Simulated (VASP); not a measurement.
Computed with AM05 GGA, VASP's PBE PAW potentials (set 64) (plane waves; VASP 6.6.1).

VASP ran on this input.

**INCAR**
```
# general
SYSTEM  = Sn
PREC    = Accurate
ENCUT   = 520   # plane-wave cut-off (eV)
LREAL   = .FALSE.   # projection in real space or not
LASPH   = .TRUE.

# electronic loop
EDIFF   = 1E-6   # SCF stop (eV)
NELM    = 100
ALGO    = Normal
LMAXMIX = 4

# smearing
ISMEAR  = 1
SIGMA   = 0.1   # width (eV)

# functional
GGA     = AM   # AM05

# ions
IBRION  = 2   # conjugate gradients
NSW     = 60
ISIF    = 3   # ions, shape and volume
EDIFFG  = -0.01   # ionic stop

# output
LWAVE   = .FALSE.
LCHARG  = .FALSE.
```

### KPOINTS
```
Automatic
0
gamma
  12 12 12
0 0 0
```

File POSCAR:
```
Sn
1.0
 -2.9150000000   2.9150000000   1.5900000000
  2.9150000000  -2.9150000000   1.5900000000
  2.9150000000   2.9150000000  -1.5900000000
Sn
2
Direct
  0.2500000000   0.7500000000   0.5000000000
  0.0000000000   0.0000000000   0.0000000000
```

POTCAR, in this order: Sn_d (PBE.64 set). Program: vasp_std.

Output

**OSZICAR**
```
       N       E                     dE             d eps       ncg     rms          rms(c)
DAV:   1     0.202255028871E+03    0.20226E+03   -0.14996E+04  5888   0.243E+03
DAV:   2     0.100087636582E+02   -0.19225E+03   -0.19002E+03  5870   0.450E+02
DAV:   3    -0.743352342771E+01   -0.17442E+02   -0.17233E+02  6648   0.139E+02
DAV:   4    -0.796213561623E+01   -0.52861E+00   -0.52684E+00  6710   0.264E+01
DAV:   5    -0.798229833980E+01   -0.20163E-01   -0.20161E-01  7952   0.474E+00    0.238E+00
DAV:   6    -0.795350061065E+01    0.28798E-01   -0.49139E-02  7642   0.355E+00    0.130E+00
DAV:   7    -0.794486342273E+01    0.86372E-02   -0.26890E-02  7654   0.255E+00    0.185E-01
DAV:   8    -0.794443580635E+01    0.42762E-03   -0.21858E-03  6918   0.722E-01    0.310E-02
DAV:   9    -0.794444523142E+01   -0.94251E-05   -0.62469E-05  7494   0.854E-02    0.141E-02
DAV:  10    -0.794444520405E+01    0.27377E-07   -0.57143E-06  6616   0.319E-02
   1 F= -.79444452E+01 E0= -.79443012E+01  d E =-.794445E+01
       N       E                     dE             d eps       ncg     rms          rms(c)
DAV:   1    -0.798209137258E+01   -0.37646E-01   -0.82396E-01  6412   0.157E+01    0.103E+00
DAV:   2    -0.795223664064E+01    0.29855E-01   -0.54459E-02  7090   0.410E+00    0.463E-01
DAV:   3    -0.794539828555E+01    0.68384E-02   -0.21136E-02  7698   0.245E+00    0.600E-02
DAV:   4    -0.794509889584E+01    0.29939E-03   -0.78003E-04  6308   0.363E-01    0.187E-02
DAV:   5    -0.794507279167E+01    0.26104E-04   -0.41620E-05  8172   0.617E-02    0.871E-03
DAV:   6    -0.794507146404E+01    0.13276E-05   -0.33513E-06  5478   0.268E-02    0.227E-03
DAV:   7    -0.794507164539E+01   -0.18134E-06   -0.23889E-07  3102   0.566E-03
   2 F= -.79450716E+01 E0= -.79449200E+01  d E =-.626441E-03
       N       E                     dE             d eps       ncg     rms          rms(c)
DAV:   1    -0.794686984686E+01   -0.17984E-02   -0.39432E-02  6414   0.348E+00    0.224E-01
DAV:   2    -0.794547021431E+01    0.13996E-02   -0.25170E-03  7138   0.883E-01    0.101E-01
DAV:   3    -0.794514226258E+01    0.32795E-03   -0.10235E-03  7692   0.538E-01    0.128E-02
DAV:   4    -0.794512617005E+01    0.16093E-04   -0.38798E-05  6516   0.827E-02    0.419E-03
DAV:   5    -0.794512428185E+01    0.18882E-05   -0.16818E-06  4600   0.148E-02    0.191E-03
DAV:   6    -0.794512414397E+01    0.13789E-06   -0.46674E-07  3076   0.114E-02
   3 F= -.79451241E+01 E0= -.79449742E+01  d E =-.678940E-03
       N       E                     dE             d eps       ncg     rms          rms(c)
DAV:   1    -0.794513277393E+01   -0.84921E-05   -0.19908E-04  6422   0.248E-01    0.159E-02
DAV:   2    -0.794512578711E+01    0.69868E-05   -0.12857E-05  6968   0.630E-02    0.714E-03
DAV:   3    -0.794512408387E+01    0.17032E-05   -0.51717E-06  5804   0.383E-02    0.915E-04
DAV:   4    -0.794512387600E+01    0.20787E-06   -0.26508E-07  3040   0.661E-03
   4 F= -.79451239E+01 E0= -.79449740E+01  d E =-.678672E-03
       N       E                     dE             d eps       ncg     rms          rms(c)
DAV:   1    -0.794561721578E+01   -0.49313E-03   -0.11799E-02  6590   0.972E-01    0.102E-01
DAV:   2    -0.794533058322E+01    0.28663E-03   -0.62522E-04  6986   0.438E-01    0.632E-02
DAV:   3    -0.794517559391E+01    0.15499E-03   -0.33362E-04  7576   0.295E-01    0.841E-03
DAV:   4    -0.794517988522E+01   -0.42913E-05   -0.61869E-05  6146   0.101E-01    0.490E-03
DAV:   5    -0.794517965880E+01    0.22643E-06   -0.12482E-06  3600   0.244E-02
   5 F= -.79451797E+01 E0= -.79450214E+01  d E =-.557828E-04
       N       E                     dE             d eps       ncg     rms          rms(c)
DAV:   1    -0.794582349207E+01   -0.64361E-03   -0.16974E-02  6578   0.117E+00    0.123E-01
DAV:   2    -0.794541153950E+01    0.41195E-03   -0.89838E-04  6954   0.524E-01    0.758E-02
DAV:   3    -0.794518899722E+01    0.22254E-03   -0.47984E-04  7552   0.354E-01    0.101E-02
DAV:   4    -0.794519517567E+01   -0.61784E-05   -0.89192E-05  6164   0.121E-01    0.590E-03
DAV:   5    -0.794519487995E+01    0.29572E-06   -0.21045E-06  4444   0.294E-02
   6 F= -.79451949E+01 E0= -.79450305E+01  d E =-.710040E-04
```

OUTCAR:
```
------------------------ aborting loop because EDIFF is reached ----------------------------------------
  FORCE on cell =-STRESS in cart. coord.  units (eV):
  Direction    XX          YY          ZZ          XY          YZ          ZX
  --------------------------------------------------------------------------------------
  Total       -0.0043037     -0.0043037      0.0022661      0.0000000      0.0000000      0.0000000
  in kB       -0.1286680     -0.1286680      0.0677501      0.0000000      0.0000000      0.0000000
  external PRESSURE =      -0.0631953 kB  Pullay stress =       0.0000000 kB
  volume of cell :       53.59
      direct lattice vectors                 reciprocal lattice vectors
    -2.911605492  2.911605492  1.580367147     0.000000000  0.171726562  0.316382178
     2.911605492 -2.911605492  1.580367147     0.171726562  0.000000000  0.316382178
     2.911605492  2.911605492 -1.580367147     0.171726562  0.171726562  0.000000000
 POSITION                                       TOTAL-FORCE (eV/Angst)
 -----------------------------------------------------------------------------------
      2.91161     -0.00000      0.79018        -0.000000      0.000000     -0.000000
      0.00000      0.00000     -0.00000         0.000000     -0.000000      0.000000
 -----------------------------------------------------------------------------------
    total drift:                               -0.000000     -0.000000      0.000000
  FREE ENERGIE OF THE ION-ELECTRON SYSTEM (eV)
  ---------------------------------------------------
  free  energy   TOTEN  =        -7.9451948799 eV

  energy  without entropy=       -7.9447017103  energy(sigma->0) =       -7.94503049

 reached required accuracy - stopping structural energy minimisation
```
(Selected blocks of OUTCAR.)

File CONTCAR:
```
Sn
   1.00000000000000
    -2.9116054916892513    2.9116054916892513    1.5803671467062583
     2.9116054916892513   -2.9116054916892513    1.5803671467062583
     2.9116054916892513    2.9116054916892513   -1.5803671467062583
  Sn
     2
Direct
     0.2500000000000000    0.7500000000000000    0.5000000000000000
     0.0000000000000000    0.0000000000000000    0.0000000000000000
```

The compound is Sn in the beta structure. This run relaxes it. Symmetry was kept, so distortions that lower it aren't found.
